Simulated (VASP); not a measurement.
VASP ran on this input.

**KPOINTS**
```
Automatic mesh
0
Gamma
9 9 9
0 0 0
```

INCAR:
```
SYSTEM  =  Si
PREC  =  Accurate; ENCUT  =  500; LREAL  =  .FALSE.
LASPH  =  .TRUE.
EDIFF  =  1E-6; NELM  =  100; ALGO  =  Normal
LMIXTAU  =  .TRUE.
ISMEAR  =  0; SIGMA  =  0.05
METAGGA  =  R2SCAN
IBRION  =  2; NSW  =  40; ISIF  =  3
EDIFFG  =  -0.02; PSTRESS  =  200
LWAVE  =  .FALSE.; LCHARG  =  .FALSE.
```

POSCAR:
```
Si
1.0
  0.0000000000   2.5870335145   2.5870335145
  2.5870335145   0.0000000000   2.5870335145
  2.5870335145   2.5870335145   0.0000000000
Si
2
Cartesian
  2.5870335145   2.5870335145   0.0000000000
  1.2935167572   1.2935167572   1.2935167572
```

POTCAR, in this order: Si (PBE.64 set). Program: vasp_std.

Write an equivalent input for Ansatz.

One equivalent input (not run):
Ansatz 0.2 input:
```yaml
crystal:
  lattice:
    - [0.0000000, 2.5870335, 2.5870335]
    - [2.5870335, 0.0000000, 2.5870335]
    - [2.5870335, 2.5870335, 0.0000000]
  atoms:
    - { symbol: Si, position: [0.0000000, 0.0000000, 1.0000000] }
    - { symbol: Si, position: [0.2500000, 0.2500000, 0.2500000] }
kpoints:
  mp_grid: { grid: [9, 9, 9] }
hamiltonian:
  xc: r2scan
  pseudopotentials: { kind: paw }
scf:
  occupations: { method: gaussian, width: 0.05 }
  max_iter: 100
relax:
  max_steps: 40
  f_tol: 0.02
  cell: { p_target: 20 }
output: { forces: true, stress: true, eigenvalues: true }
```
The two are equivalent in intent, not identical: each code has its own PAW files, so the cut-off isn't converted (ENCUT is set for VASP's; basis.ecutwfc is left out, and Ansatz then takes the one that its files recommend); Ansatz stops its SCF on the density residual and VASP on the energy change (EDIFF).

The compound is Si in the diamond structure. It was relaxed first under an external pressure of 20 GPa.
